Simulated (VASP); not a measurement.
Output of a VASP run:

File OUTCAR:
```
 ion  position               nearest neighbor table
   1  0.625  0.625  0.625-   2 2.82   3 2.82   4 2.82   3 2.82   4 2.82   2 2.82   6 3.30   5 3.30
                             6 3.30   5 3.30   6 3.30   5 3.30
   2  0.125  0.625  0.625-   1 2.82   3 2.82   4 2.82   1 2.82   3 2.82   4 2.82   5 3.30   6 3.30
                             6 3.30   6 3.30   5 3.30   5 3.30
   3  0.625  0.625  0.125-   1 2.82   1 2.82   2 2.82   4 2.82   4 2.82   2 2.82   6 3.30   5 3.30
                             6 3.30   5 3.30   6 3.30   5 3.30
   4  0.625  0.125  0.625-   1 2.82   3 2.82   1 2.82   2 2.82   3 2.82   2 2.82   6 3.30   5 3.30
                             6 3.30   6 3.30   5 3.30   5 3.30
   5  0.000  0.000  0.000-   4 3.30   2 3.30   3 3.30   1 3.30   3 3.30   3 3.30   1 3.30   2 3.30
                             4 3.30   2 3.30   1 3.30   4 3.30   6 3.45   6 3.45   6 3.45   6 3.45
   6  0.250  0.250  0.250-   3 3.30   2 3.30   4 3.30   1 3.30   2 3.30   4 3.30   1 3.30   2 3.30
                             3 3.30   1 3.30   3 3.30   4 3.30   5 3.45   5 3.45   5 3.45   5 3.45
  LATTYP: Found a face centered cubic cell.
 ALAT       =     7.9678900000
 Subroutine PRICEL returns:
 Original cell was already a primitive cell.
 Subroutine GETGRP returns: Found 48 space group operations
The static configuration has the point symmetry T_d .
 The point group associated with its full space group is O_h .
The dynamic configuration has the point symmetry T_d .
The overall configuration has the point symmetry T_d .
 Subroutine INISYM returns: Found 48 space group operations
 Subroutine IBZKPT returns following result:
 Found     10 irreducible k-points:

 Following reciprocal coordinates:
            Coordinates               Weight
  0.000000  0.000000  0.000000      1.000000
  0.200000  0.000000  0.000000      8.000000
  0.400000  0.000000  0.000000      8.000000
  0.200000  0.200000  0.000000      6.000000
  0.400000  0.200000  0.000000     24.000000
 -0.400000  0.200000  0.000000     24.000000
 -0.200000  0.200000  0.000000     12.000000
  0.400000  0.400000  0.000000      6.000000
 -0.400000  0.400000  0.000000     12.000000
 -0.400000  0.400000  0.200000     24.000000
   k-points           NKPTS =     10   k-points in BZ     NKDIM =     10   number of bands    NBANDS=     34
   number of dos      NEDOS =    301   number of ions     NIONS =      6
   total plane-waves  NPLWV =  32768
   dimension x,y,z NGX =    32 NGY =   32 NGZ =   32
   dimension x,y,z NGXF=    64 NGYF=   64 NGZF=   64
   ions per type =               4   2
   PREC   = accura    normal or accurate (medium, high low for compatibility)
   ISTART =      0    job   : 0-new  1-cont  2-samecut
   ICHARG =      2    charge: 1-file 2-atom 10-const
   ISPIN  =      2    spin polarized calculation?
   LNONCOLLINEAR =      F non collinear calculations
   LSORBIT =      F    spin-orbit coupling
   INIWAV =      1    electr: 0-lowe 1-rand  2-diag
   ENCUT  =  300.0 eV  22.05 Ry    4.70 a.u.   7.96  7.96  7.96*2*pi/ulx,y,z
   NELM   =    100;   NELMIN=  2; NELMDL= -5     # of ELM steps
   EDIFF  = 0.1E-05   stopping-criterion for ELM
   LREAL  =      F    real-space projection
   NLSPLINE    = F    spline interpolate recip. space projectors
   LMAXMIX     =    6 max onsite mixed and CHGCAR
   VOSKOWN=      0    Vosko Wilk Nusair interpolation
   EDIFFG = 0.1E-04   stopping-criterion for IOM
   NSW    =      0    number of steps for IOM
   NBLOCK =      1;   KBLOCK =      1    inner block; outer block
   IBRION =     -1    ionic relax: 0-MD 1-quasi-New 2-CG
   NFREE  =      0    steps in history (QN), initial steepest desc. (CG)
   ISIF   =      2    stress and relaxation
   ISYM   =      2    0-nonsym 1-usesym 2-fastsym
   TEIN   =    0.0    initial temperature
   TEBEG  =    0.0;   TEEND  =   0.0 temperature during run
   SMASS  =  -3.00    Nose mass-parameter (am)
   PSTRESS=    0.0 pullay stress
   NELECT =      46.0000    total number of electrons
   EFERMI =   0.00;   METHOD = LEGACY
   ISMEAR =     0;   SIGMA  =   0.20  broadening in eV -4-tet -1-fermi 0-gaus
   IALGO  =     38    algorithm
   LDIAG  =      T    sub-space diagonalisation (order eigenvalues)
   IMIX   =      4    mixing-type and parameters
     AMIX     =   0.40;   BMIX     =  1.00
     AMIX_MAG =   1.60;   BMIX_MAG =  1.00
     AMIN     =   0.10
   GGA     = PS    functional components
   VOSKOWN =     0    Vosko Wilk Nusair interpolation
...
```

File OSZICAR:
```
       N       E                     dE             d eps       ncg     rms          rms(c)
DAV:   1     0.314621951320E+03    0.31462E+03   -0.11963E+04  1384   0.171E+03
DAV:   2     0.325658608458E+02   -0.28206E+03   -0.25052E+03  1828   0.252E+02
DAV:   3    -0.294038249049E+02   -0.61970E+02   -0.60838E+02  1576   0.130E+02
DAV:   4    -0.373134041543E+02   -0.79096E+01   -0.77906E+01  2612   0.420E+01
DAV:   5    -0.377097605699E+02   -0.39636E+00   -0.39212E+00  2152   0.105E+01    0.478E+01
DAV:   6    -0.445735088698E+02   -0.68637E+01   -0.12433E+01  1896   0.448E+01    0.480E+01
DAV:   7    -0.422696614449E+02    0.23038E+01   -0.46918E+00  2018   0.325E+01    0.232E+01
DAV:   8    -0.429642348439E+02   -0.69457E+00   -0.30647E+00  2388   0.143E+01    0.217E+01
DAV:   9    -0.428007797984E+02    0.16346E+00   -0.35732E+00  1916   0.223E+01    0.115E+01
DAV:  10    -0.424476638300E+02    0.35312E+00   -0.68495E-01  2006   0.123E+01    0.900E+00
DAV:  11    -0.424473482095E+02    0.31562E-03   -0.11673E-01  2376   0.136E+00    0.969E+00
DAV:  12    -0.424906471198E+02   -0.43299E-01   -0.36093E-02  2170   0.224E+00    0.121E+01
DAV:  13    -0.424772120023E+02    0.13435E-01   -0.79885E-03  2362   0.964E-01    0.631E+00
DAV:  14    -0.424463685450E+02    0.30843E-01   -0.16017E-01  2124   0.489E+00    0.100E+01
DAV:  15    -0.424376712482E+02    0.86973E-02   -0.24310E-02  2246   0.136E+00    0.426E+00
DAV:  16    -0.424362363958E+02    0.14349E-02   -0.86361E-03  2252   0.104E+00    0.116E+00
DAV:  17    -0.424362223726E+02    0.14023E-04   -0.47965E-03  2114   0.832E-01    0.615E-01
DAV:  18    -0.424355266668E+02    0.69571E-03   -0.11302E-03  2158   0.395E-01    0.184E-01
DAV:  19    -0.424355544236E+02   -0.27757E-04   -0.29595E-04  2624   0.823E-02    0.728E-02
DAV:  20    -0.424355622418E+02   -0.78182E-05   -0.56525E-05  2150   0.214E-02    0.986E-02
DAV:  21    -0.424355572358E+02    0.50061E-05   -0.35286E-06  1792   0.175E-02    0.748E-02
DAV:  22    -0.424355553765E+02    0.18592E-05   -0.16694E-06  1402   0.117E-02    0.303E-02
DAV:  23    -0.424355536987E+02    0.16778E-05   -0.39779E-06  1520   0.226E-02    0.225E-02
DAV:  24    -0.424355538542E+02   -0.15550E-06   -0.11014E-06  1318   0.121E-02
   1 F= -.42435554E+02 E0= -.42369583E+02  d E =-.131941E+00  mag=    13.9011
```

**OUTCAR**
```
------------------------ aborting loop because EDIFF is reached ----------------------------------------
  FORCE on cell =-STRESS in cart. coord.  units (eV):
  Direction    XX          YY          ZZ          XY          YZ          ZX
  --------------------------------------------------------------------------------------
  Total       -0.7991236     -0.7991236     -0.7991236      0.0000000      0.0000000      0.0000000
  in kB      -10.1240560    -10.1240560    -10.1240560      0.0000000      0.0000000      0.0000000
  external PRESSURE =     -10.1240560 kB  Pullay stress =       0.0000000 kB
  volume of cell :      126.46
      direct lattice vectors                 reciprocal lattice vectors
     0.000000000  3.983945000  3.983945000    -0.125503741  0.125503741  0.125503741
     3.983945000  0.000000000  3.983945000     0.125503741 -0.125503741  0.125503741
     3.983945000  3.983945000  0.000000000     0.125503741  0.125503741 -0.125503741
 POSITION                                       TOTAL-FORCE (eV/Angst)
 -----------------------------------------------------------------------------------
      4.97993      4.97993      4.97993         0.000000      0.000000      0.000000
      4.97993      2.98796      2.98796         0.000000      0.000000      0.000000
      2.98796      2.98796      4.97993         0.000000      0.000000      0.000000
      2.98796      4.97993      2.98796         0.000000      0.000000      0.000000
      0.00000      0.00000      0.00000         0.000000     -0.000000      0.000000
      1.99197      1.99197      1.99197        -0.000000      0.000000     -0.000000
 -----------------------------------------------------------------------------------
    total drift:                               -0.000000     -0.000000      0.000000
  FREE ENERGIE OF THE ION-ELECTRON SYSTEM (eV)
  ---------------------------------------------------
  free  energy   TOTEN  =       -42.4355538542 eV

  energy  without entropy=      -42.3036124649  energy(sigma->0) =      -42.36958316

 total charge

# of ion       s       p       d       f       tot
--------------------------------------------------
    1        0.427   0.372   0.000   0.000   0.799
    2        0.427   0.372   0.000   0.000   0.799
    3        0.427   0.372   0.000   0.000   0.799
    4        0.427   0.372   0.000   0.000   0.799
    5        2.052   5.674   0.507   6.513  14.746
    6        2.052   5.674   0.507   6.513  14.746
--------------------------------------------------
tot          5.810  12.837   1.014  13.026  32.687

 magnetization (x)

# of ion       s       p       d       f       tot
--------------------------------------------------
    1       -0.008  -0.001   0.000   0.000  -0.009
    2       -0.008  -0.001   0.000   0.000  -0.009
    3       -0.008  -0.001   0.000   0.000  -0.009
    4       -0.008  -0.001   0.000   0.000  -0.009
    5       -0.002  -0.077   0.127   6.482   6.530
    6       -0.002  -0.077   0.127   6.482   6.530
--------------------------------------------------
tot         -0.036  -0.157   0.255  12.964  13.026
```
(Selected blocks of OUTCAR.)

### POSCAR
```
EuAl2
1
    0.0000000000     3.9839450000     3.9839450000
    3.9839450000     0.0000000000     3.9839450000
    3.9839450000     3.9839450000     0.0000000000
Al Eu
4 2
Direct
  0.6250000000   0.6250000000   0.6250000000
  0.1250000000   0.6250000000   0.6250000000
  0.6250000000   0.6250000000   0.1250000000
  0.6250000000   0.1250000000   0.6250000000
  0.0000000000   0.0000000000   0.0000000000
  0.2500000000   0.2500000000   0.2500000000
```

Question: Reconstruct the remaining input files.

Answer: Several could match; the one computed here: the input of the run itself, PBEsol GGA, plane waves, VASP's PBE PAW potentials (set 64).

KPOINTS:
```
Automatic mesh
0
Gamma
5 5 5
0 0 0
```

**INCAR**
```
PREC = Accurate
LCHARG = .FALSE.
ENCUT = 300
LWAVE = .FALSE.
ISPIN = 2
ISMEAR = 0
NELM = 100   # most electronic steps
LORBIT = 11
EDIFF = 1E-6
LASPH = .TRUE.
LMAXMIX = 6   # l cut-off of mixed one-centre charges
MAGMOM = 0.0 0.0 0.0 0.0 7.0 7.0
ISIF = 2   # forces and stress, cell fixed
ALGO = Normal   # blocked Davidson
LREAL = .FALSE.
SIGMA = 0.2   # width (eV)
GGA = PS   # PBEsol
SYSTEM = EuAl2
```

POTCAR, in this order: Al Eu (PBE.64 set). Program: vasp_std.

At this cut-off the stress carries a Pulay error, which pulls relaxed volumes low.

The structure comes from a measured EuAl2 entry of the Crystallography Open Database, whose conditions weren't checked. The cell was not relaxed at this level, and its volume differs by -5.9 % from the start's.
